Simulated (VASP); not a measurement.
Input:

```yaml
crystal:
  lattice:
    - [0.00000, 3.07441, 3.07441]
    - [3.07441, 0.00000, 3.07441]
    - [3.07441, 3.07441, 0.00000]
  atoms:
    - { symbol: Cd, position: [0.00000, 0.00000, 0.00000] }
    - { symbol: Se, position: [0.25000, 0.25000, 0.25000] }
```

Calculation: optB86b-vdW, VASP's PBE PAW potentials (set 64) (plane waves; VASP 6.6.1). Settings: 520 eV cut-off, 8×8×8 Γ-centred mesh, tetrahedra with Blöchl corrections, potentials Cd Se.

### Question
Estimate the energy per atom (σ→0), band gap (on the k-mesh) with the smallest direct gap where there is one.

### Answer

```
Item                                                 Value
-----------------------------------  ---------------------
band gap (on the k-mesh)                           0.43 eV
smallest direct gap (on the k-mesh)                0.43 eV
energy per atom (σ→0)                -33.0 kJ/mol of atoms
```

The compound is CdSe in the zinc blende structure, whereas wurtzite is the usual form. It was relaxed first.
